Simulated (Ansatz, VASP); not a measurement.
## Cross-check of NiHO2 (NiHO2 monolayer) between VASP and Ansatz

One calculation is typed for both programs; each brings its own data sets. How far apart do they land? The cell is taken from a series of runs on this material, whose earlier steps may have relaxed, scaled, displaced or heated it; both programs get it as it stands.

Method: plane waves, with VASP 6.6.1 beside it; single point at PBEsol, DFT+U, in Ansatz 0.2.0.

## (1) Set-up

The cell holds 12 atoms: 3 Ni, 6 O and 3 H. Its edges and angles: a = 5.159 Å, b = 8.936 Å, c = 17.990 Å, α = 90.0°, β = 90.0°, γ = 30.0°. It derives from NiHO2. One layer cut from the bulk crystal, unrelaxed. Vacuum lies along c.

## (2) Ansatz: single point, PBEsol, DFT+U, pair 1

Ansatz runs on its default PAW (the set named soft_2) files.

With cell and atoms fixed, the geometry can't cause a difference; cores, projectors, grids and the points listed under the comparison can.

input.yaml reads:

```yaml
crystal:
  lattice:
    - [-5.0e-07, 5.159015761, 0.0]
    - [-4.467839457, 7.738523208, 0.0]
    - [0.0, 0.0, 17.990392]
  atoms:
    - { symbol: Ni, position: [0.666667, 0.666666333, 0.472014], spin: 2.0 }
    - { symbol: Ni, position: [0.666667, 0.999999667, 0.472014], spin: 2.0 }
    - { symbol: Ni, position: [0.666667, 0.333333, 0.472014], spin: -2.0 }
    - { symbol: O, position: [3.33e-07, 0.333333, 0.416889] }
    - { symbol: O, position: [3.33e-07, 0.666666334, 0.416889] }
    - { symbol: O, position: [3.33e-07, 0.999999667, 0.416889] }
    - { symbol: O, position: [0.333333667, 0.999999666, 0.528454] }
    - { symbol: O, position: [0.333333667, 0.333333, 0.528454] }
    - { symbol: O, position: [0.333333667, 0.666666333, 0.528454] }
    - { symbol: H, position: [0.333333667, 0.999999666, 0.583111] }
    - { symbol: H, position: [0.333333667, 0.333333, 0.583111] }
    - { symbol: H, position: [0.333333667, 0.666666333, 0.583111] }
magnetization:
  spin_polarized: true
kpoints:
  mp_grid: { grid: [15, 15, 1] }
hamiltonian:
  xc: pbesol
  hubbard:
    sites:
      - { species: Ni, l: d, u_eff: 2.4 }
      - { site: 0, l: d, u_eff: 2.4, starting_ns: [{ spin: up, occupation_matrix: ni1_major }, { spin: down, occupation_matrix: ni1_minor }] }
      - { site: 1, l: d, u_eff: 2.4, starting_ns: [{ spin: up, occupation_matrix: ni1_major }, { spin: down, occupation_matrix: ni1_minor }] }
      - { site: 2, l: d, u_eff: 2.4, starting_ns: [{ spin: up, occupation_matrix: ni1_minor }, { spin: down, occupation_matrix: ni1_major }] }
    projectors: ortho-atomic
    occupation_matrices:
      ni1_major:
        matrix:
          - [0.994, 0.0, 0.0, 0.0, 0.0]
          - [0.0, 0.899, 0.0, 0.0, 0.065]
          - [0.0, 0.0, 0.899, 0.065, 0.0]
          - [0.0, 0.0, 0.065, 0.938, 0.0]
          - [0.0, 0.065, 0.0, 0.0, 0.938]
      ni1_minor:
        matrix:
          - [0.991, 0.0, 0.0, 0.0, 0.0]
          - [0.0, 0.597, 0.0, 0.0, 0.308]
          - [0.0, 0.0, 0.597, 0.308, 0.0]
          - [0.0, 0.0, 0.308, 0.751, 0.0]
          - [0.0, 0.308, 0.0, 0.0, 0.751]
scf:
  occupations: { method: fermi_dirac, width: 0.05 }
output:
  eigenvalues: true
```

Launch:

```console
ansatz run input.yaml --threads 4 --pin off --max-ram 8192MiB --backend cpu --events-out ev --progress --plain --runs-dir out
```

Numbers of over 12 decimals in the logs are rounded to 6 here.

The log of the run:

```text
Engine: ansatz 0.2.0, aarch64-unknown-linux-gnu
Pseudopotentials: kind: paw
Pseudopotential: Ni, paw, valence charge 18, recommended cutoff 420 eV (normal), Ni.paw.azcp
Pseudopotential: O, paw, valence charge 6, recommended cutoff 420 eV (normal), O.paw.azcp
Pseudopotential: H, paw, valence charge 1, recommended cutoff 420 eV (normal), H.paw.azcp
Functional definition: PBEsol
  exchange = pbesol_x
  correlation = pbesol_c
Crystal: 12 atoms, lattice volume = 414.672 Å³
Basis set: ecut = 420 eV, 8143 PW (Γ)
Bands: 62, of which v1, the nominal top of the filled ones, is band 47 counted from 1 (46 counted from 0)
Symmetry: 6 space group operations
Space group: P31m (ITA 157), of the structure as read, at distance tolerance 7.5e-5 Å
Magnetic group: BNS 157.53 (UNI 1283), of the structure as read, at distance tolerance 7.5e-5 Å
k-points: 27 of 225 (time reversal used)
Non-local potential: Ni, projectors of the file, l = 0: 3, l = 1: 2, l = 2: 3, l = 3: 1
Non-local potential: O, projectors of the file, l = 0: 2, l = 1: 2, l = 2: 1
Non-local potential: H, projectors of the file, l = 0: 2, l = 1: 1
PAW form: soft (Blöchl's): semilocal exchange-correlation on the pseudo side does not see the compensation charge
PAW frozen core: Ni, regenerated for the run's functional, and the local potential with it (the file was generated under x = pbe(κ = 0.804, μ = 0.219515), c = pbe(β = 0.066725))
PAW frozen core: O, regenerated for the run's functional, and the local potential with it (the file was generated under x = pbe(κ = 0.804, μ = 0.219515), c = pbe(β = 0.066725))
PAW one-centre angular grid: Ni, 590 points (default); XC on 64 Gauss nodes
PAW one-centre angular grid: O, 110 points (default); XC on 64 Gauss nodes
PAW one-centre angular grid: H, 110 points (default); XC on 64 Gauss nodes
Initial density: superposition of atomic densities (neutral atoms: chi_scale 0, normalization atom)
Starting moments: Σ|m| = 6 μB on 3 of 12 sites
Initial wavefunctions: pseudopotential atomic-orbital guess
Functional: x = pbesol(κ = 0.804, μ = 0.123457), c = pbesol(β = 0.046)
SCF iter   1: F=—  HF=-20820.737250 eV  |F-HF|=—  |Δ(HF+E_count)|=         —  Δρ=4.68e-2 (↑4.49e-2 ↓4.68e-2)  dr2=2.56e1  dr2_m=2.15e0  M=1.501 μB ∫|m|=4.137 μB  β_m=0.30  ethr=3.10e-3  ⟨swp⟩=7.0  Hψ=14376  notcnv=0  defer=73
preconditioner: auto → none  [metal: Δε(μ)=0.002 eV  Ē_g=13.338 eV  σ=0.050 eV  W_gap=0.01  n_scr=66 (ndim 8)  ℏωp=15.1 eV  f_vac=0.697  D(μ)=14.69/eV (n_scr^D=110)  sad-step TF]
SCF iter   2: F=—  HF=-20818.193533 eV  |F-HF|=—  |Δ(HF+E_count)|=    2.54e0  Δρ=3.69e-2 (↑3.52e-2 ↓3.69e-2)  dr2=1.01e1  dr2_m=2.44e0  M=0.631 μB ∫|m|=3.560 μB  β_m=0.30  ethr=3.10e-3  ⟨swp⟩=3.0  Hψ=6331  notcnv=0  defer=497
SCF iter   3: F=—  HF=-20816.962062 eV  |F-HF|=—  |Δ(HF+E_count)|=    1.23e0  Δρ=5.29e-2 (↑2.29e-2 ↓5.29e-2)  dr2=1.66e1  dr2_m=1.77e0  M=2.959 μB ∫|m|=4.455 μB  β_m=0.30  ethr=3.10e-3  ⟨swp⟩=3.6  Hψ=6885  notcnv=0  defer=415
SCF iter   4: F=—  HF=-20818.828362 eV  |F-HF|=—  |Δ(HF+E_count)|=    1.87e0  Δρ=8.90e-2 (↑8.90e-2 ↓3.41e-2)  dr2=4.92e1  dr2_m=4.08e0  M=-0.231 μB ∫|m|=3.189 μB  β_m=0.30  ethr=3.10e-3  ⟨swp⟩=3.0  Hψ=6829  notcnv=0  defer=408
SCF iter   5: F=—  HF=-20816.083975 eV  |F-HF|=—  |Δ(HF+E_count)|=    2.74e0  Δρ=1.39e-2 (↑1.31e-2 ↓1.39e-2)  dr2=1.70e0  dr2_m=1.98e-1  M=1.100 μB ∫|m|=3.425 μB  β_m=0.30  ethr=3.10e-3  ⟨swp⟩=2.7  Hψ=5376  notcnv=0  defer=409
SCF iter   6: F=—  HF=-20816.125184 eV  |F-HF|=—  |Δ(HF+E_count)|=   4.12e-2  Δρ=1.36e-2 (↑1.03e-2 ↓1.36e-2)  dr2=1.94e0  dr2_m=1.63e-1  M=1.844 μB ∫|m|=3.589 μB  β_m=1.00  ethr=1.82e-3  ⟨swp⟩=2.7  Hψ=5143  notcnv=0  defer=378
SCF iter   7: F=—  HF=-20816.036011 eV  |F-HF|=—  |Δ(HF+E_count)|=   8.92e-2  Δρ=1.00e-2 (↑8.56e-3 ↓1.00e-2)  dr2=9.71e-1  dr2_m=6.16e-2  M=2.300 μB ∫|m|=3.840 μB  β_m=0.30  ethr=1.82e-3  ⟨swp⟩=2.0  Hψ=3401  notcnv=0  defer=377
SCF iter   8: F=—  HF=-20816.026975 eV  |F-HF|=—  |Δ(HF+E_count)|=   9.04e-3  Δρ=3.17e-3 (↑1.83e-3 ↓3.17e-3)  dr2=7.28e-2  dr2_m=6.19e-3  M=1.851 μB ∫|m|=3.693 μB  β_m=0.30  ethr=1.04e-3  ⟨swp⟩=2.0  Hψ=4021  notcnv=0  defer=374
Mixer restart at iter 8: flushing history
spin-set hold released at iteration 8 (site moments contracting): the magnetisation degrees of freedom join the quasi-Newton model from the next iteration; the mixer history was flushed
SCF iter   9: F=—  HF=-20816.084363 eV  |F-HF|=—  |Δ(HF+E_count)|=   5.74e-2  Δρ=9.18e-3 (↑7.25e-3 ↓9.18e-3)  dr2=8.39e-1  dr2_m=5.43e-2  M=2.340 μB ∫|m|=3.861 μB  β_m=0.30  ethr=7.82e-5  ⟨swp⟩=2.1  Hψ=5521  notcnv=0  defer=402
[...]
SCF iter  62: F=—  HF=-20816.076462 eV  |F-HF|=—  |Δ(HF+E_count)|=   2.80e-2  Δρ=5.10e-3 (↑5.10e-3 ↓2.47e-3)  dr2=1.10e-1  dr2_m=2.81e-2  M=2.909 μB ∫|m|=3.928 μB  β_m=0.03  ethr=2.74e-7  ⟨swp⟩=9.3  Hψ=22821  notcnv=0  recentre
SCF iter  63: F=—  HF=-20816.055968 eV  |F-HF|=—  |Δ(HF+E_count)|=   2.05e-2  Δρ=4.54e-3 (↑4.54e-3 ↓3.18e-3)  dr2=4.49e-2  dr2_m=3.82e-2  M=2.803 μB ∫|m|=4.218 μB  ethr=2.74e-7  ⟨swp⟩=8.4  Hψ=22032  notcnv=0
Mixer restart at iter 63: flushing history
iteration 63: the SCF's residuals had fallen too slowly under its mixing. It goes on by minimising its free energy, and can end on another state than longer mixing would; under `scf.algorithm: density_mixing` no SCF does so, but by `scf.convergence.dm_fallback`
SCF iter  64: F=—  HF=-20816.077229 eV  |F-HF|=—  |Δ(HF+E_count)|=   2.13e-2  Δρ=3.27e-3 (↑1.31e-3 ↓3.27e-3)  dr2=4.38e-2  dr2_m=1.26e-2  M=2.901 μB ∫|m|=3.873 μB  ethr=2.74e-7  ⟨swp⟩=11.3  Hψ=26096  notcnv=0
SCF iter  65: F=—  HF=-20816.324685 eV  |F-HF|=—  |Δ(HF+E_count)|=   2.47e-1  Δρ=7.95e-3 (↑6.57e-3 ↓7.95e-3)  dr2=7.08e-1  dr2_m=1.03e-2  M=3.000 μB ∫|m|=3.567 μB  ethr=2.74e-7  ⟨swp⟩=12.1  Hψ=25599  notcnv=0
SCF iter  66: F=—  HF=-20816.288918 eV  |F-HF|=—  |Δ(HF+E_count)|=   3.58e-2  Δρ=5.09e-4 (↑2.45e-4 ↓5.09e-4)  dr2=1.21e-3  dr2_m=3.28e-4  M=3.000 μB ∫|m|=3.863 μB  ethr=2.74e-7  ⟨swp⟩=9.6  Hψ=21984  notcnv=0
SCF iter  67: F=—  HF=-20816.288861 eV  |F-HF|=—  |Δ(HF+E_count)|=   5.75e-5  Δρ=2.43e-5 (↑2.41e-5 ↓2.43e-5)  dr2=4.54e-6  dr2_m=1.27e-6  M=3.000 μB ∫|m|=3.853 μB  ethr=2.74e-7  ⟨swp⟩=7.7  Hψ=16156  notcnv=0
SCF iter  68: F=—  HF=-20816.288861 eV  |F-HF|=—  |Δ(HF+E_count)|=   9.73e-8  Δρ=5.05e-6 (↑4.23e-6 ↓5.05e-6)  dr2=2.25e-7  dr2_m=7.43e-9  M=3.000 μB ∫|m|=3.852 μB  ethr=4.88e-9  ⟨swp⟩=3.1  Hψ=9943  notcnv=0
SCF iter  69: F=-20816.288861 eV  HF=-20816.288861 eV  |F-HF|=1.30e-8  |Δ(HF+E_count)|=   6.82e-8  Δρ=1.28e-6 (↑1.28e-6 ↓1.26e-6)  dr2=1.33e-8  dr2_m=9.72e-10  M=3.000 μB ∫|m|=3.852 μB  ethr=1.08e-10  ⟨swp⟩=1.6  Hψ=8880  notcnv=0
SCF iter  70: F=-20816.288861 eV  HF=-20816.288861 eV  |F-HF|=1.23e-8  |Δ(HF+E_count)|=  1.86e-10  Δρ=1.26e-6 (↑1.26e-6 ↓1.23e-6)  dr2=1.26e-8  dr2_m=9.60e-10  M=3.000 μB ∫|m|=3.852 μB  ethr=1.43e-11  ⟨swp⟩=2.0  Hψ=11571  notcnv=0
SCF 1 converged in 70 iterations: F = -20816.288861 eV  dr2 = 1.26e-8
  greatest PAW one-centre occupation: 1.001 electrons in one spin orbital (limit 2), on the Ni atom at site 2 (counted from 0), in its partial waves of l = 1
SCF converged after 70 iterations
Magnetization: 3.0000 μB (48.0000 up, 45.0000 down)
Absolute magnetization: 3.8627 μB (∫|ρ↑−ρ↓|, with the PAW one-centre terms)
Spin contamination: 0.3663 ħ² per cell (⟨S²⟩ above its minimum at these occupations)
Per-site moments (μB) at R_I (Å): [(0.998210, 0.818870), (0.998210, 0.818870), (0.998243, 0.818870), (-0.095513, 0.818870), (-0.095513, 0.818870), (-0.095513, 0.818870), (0.026408, 0.405612), (0.026408, 0.405612), (0.026408, 0.405612), (0.0038621, 0.405612), (0.0038621, 0.405612), (0.0038621, 0.405612)]
Free energy (F): -20816.288861 eV
Harris-Foulkes:  -20816.288861 eV  (|F-HF|=1.23e-8)
Internal energy: -20816.251229 eV  (E = F + TS)
E sigma→0 (E₀):  -20816.270045 eV
Entropy (-TS):   -0.037631 eV (-3.136 meV/atom)
Fermi energy:    -1.772413 eV
--- Per-component energies (eV) ---
  E_band       = -2372.183374
  E_kinetic    = 1904.000015
  E_local      = -86787.354747  (includes V_loc(G=0)·N_el)
  E_nonlocal   = 2205.837383
  E_hartree    = 41501.231027
  E_xc         = -704.721875
  E_vxc        = -906.915031  (∫ρ·V_xc dr)
  E_hubbard    = 2.770784  (on-site DFT+U / exact-exchange correction)
  E_vhub       = -24.537172  (the Hubbard potential's part of the band-sum identity)
  E_paw        = -5689.685053  (= ΣΔE_a)
  E_vpaw       = -1765.675432  (= ΣTr[D̂ρ^β])
  E_aug_tail   = 0.012585  (compensation charges beyond the density's cutoff)
  E_ewald      = 26750.855058
  E_core_change = 0.803594  (= ΣΔE_core)
  E_smearing   = -0.037631  (= −TS)
  E_closure    = 0.000000  (closes the sum)
  Σ components = -20816.288861   (vs F -20816.288861, Δ=0.00e0)
--- Specified on-site occupations, and those of the state reported ---
  electrons in the specified blocks: 25.0650 specified, 25.0656 found
  site 2 (l=d) ↓: largest change of an orbital's occupation 0.4949; electrons 4.6680 specified, 3.6864 found; spectral distance 0.6998
  site 2 (l=d) ↑: largest change of an orbital's occupation 0.4941; electrons 3.6870 specified, 4.6688 found; spectral distance 0.6986
  site 0 (l=d) ↓: largest change of an orbital's occupation 0.0008; electrons 3.6870 specified, 3.6864 found; spectral distance 0.0011
  site 1 (l=d) ↓: largest change of an orbital's occupation 0.0008; electrons 3.6870 specified, 3.6864 found; spectral distance 0.0011
  site 0 (l=d) ↑: largest change of an orbital's occupation 0.0005; electrons 4.6680 specified, 4.6688 found; spectral distance 0.0008
  site 1 (l=d) ↑: largest change of an orbital's occupation 0.0005; electrons 4.6680 specified, 4.6688 found; spectral distance 0.0008
--- Band table (eV; the first three rows and the last of 54) ---
  k-point 0 ↑: bands = [... 43 lower, -3.5716, -2.9702, -2.0295, -2.0295, -1.8361, -1.8361, -1.0493, -1.0493, ... 11 higher]
  k-point 1 ↑: bands = [... 43 lower, -3.5595, -2.9473, -2.0224, -2.0213, -1.8322, -1.8295, -1.1007, -1.0597, ... 11 higher]
  k-point 2 ↑: bands = [... 43 lower, -3.5290, -2.8969, -2.0049, -2.0000, -1.8239, -1.7995, -1.2414, -1.0928, ... 11 higher]
  k-point 26 ↓: bands = [... 43 lower, -2.7717, -2.7717, -0.4953, -0.4953, -0.4953, 0.1466, 0.1466, 0.1466, ... 11 higher]
Occupation matrices written to <dir>
```

The column dr2 measures how far the density is from self-consistency, as an energy; F and HF (Harris–Foulkes) agree once it is small.

[end of part 1 of 3]

[Lines on the potential files, build, host, timing and source positions are cut from VASP's logs without a mark.]

[Logs are printed without paths, hosts, clocks, repeated set-up lines and the standing remarks that a program may print on its own settings, such as how far it seeks lower states.]

[Hosts, paths, dates, database ids (printed as entryN), source tags and the programs' standing remarks are cut or masked in the printed files.]
